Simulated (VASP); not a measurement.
Here is the system:

```xyz
5
Lattice="4.1241 0.0000 0.0000 0.0000 4.1241 0.0000 0.0000 0.0000 4.1241" Properties=species:S:1:pos:R:3 pbc="T T T"
K      0.0000     0.0000     0.0000
Zn     2.0621     2.0621     2.0621
F      2.0621     0.0000     2.0621
F      0.0000     2.0621     2.0621
F      2.0621     2.0621     0.0000
```

These are RPBE GGA, VASP's PBE PAW potentials (set 64) (plane waves; VASP) values and carry that method's errors. Settings: 520 eV cut-off, 5×5×5 Γ-centred mesh, Gaussian smearing of 0.050 eV, potentials K_sv Zn F.

Problem. The job: KZnF$_{3}$ (cubic perovskite), 5 atoms, RPBE, static run, 520 eV, 5×5×5 Γ-centred mesh. Roughly how much core time does it take on a busy server core?

Solution. About 10 core-seconds (one run on a shared machine, a rough figure). It had 10 irreducible k-points, 25 bands, up to 1908 plane waves and 18 electronic steps.

The compound is KZnF3 in the cubic perovskite structure. This cell is one point of a volume scan, at 0.94 of the reference volume.
